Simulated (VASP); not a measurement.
Level of theory: LDA (Ceperley-Alder, Perdew-Zunger), VASP's LDA PAW potentials (set 64) (plane waves; VASP).

VASP ran on this input.

### INCAR
```
CSHIFT = 0.1
EDIFF = 1E-7
LCHARG = .FALSE.
LMAXMIX = 4   ! l cut-off of mixed one-centre charges
PREC = Accurate
NBANDS = 42
ALGO = Normal   ! blocked Davidson
LWAVE = .FALSE.
ISMEAR = 0
LASPH = .TRUE.
SIGMA = 0.01
SYSTEM = SnTe
LOPTICS = .TRUE.
NELM = 100   ! most electronic steps
ENCUT = 400
LREAL = .FALSE.
NEDOS = 1001   ! DOS grid
```

### KPOINTS
```
Automatic mesh
0
Gamma
17 17 17
0 0 0
```

### POSCAR
```
SnTe
1
    0.0000000000     3.1173157275     3.1173157275
    3.1173157275     0.0000000000     3.1173157275
    3.1173157275     3.1173157275     0.0000000000
Sn Te
1 1
Direct
  0.0000000000   0.0000000000   0.0000000000
  0.5000000000   0.5000000000   0.5000000000
```

POTCAR, in this order: Sn_d Te (LDA.64 set). Program: vasp_std.

Problem. What will the output report for the number of irreducible k-points (NKPTS), largest plane-wave count, number of space-group operations, FFT grid (NGX, NGY, NGZ)?

Solution. 
```
Quantity                                       Value
--------------------------------------  ------------
number of irreducible k-points (NKPTS)           165
largest plane-wave count                        1123
number of space-group operations                  48
FFT grid (NGX, NGY, NGZ)                30 × 30 × 30
```

The compound is SnTe in the rock salt structure, which distorts at low temperature. It was relaxed first.
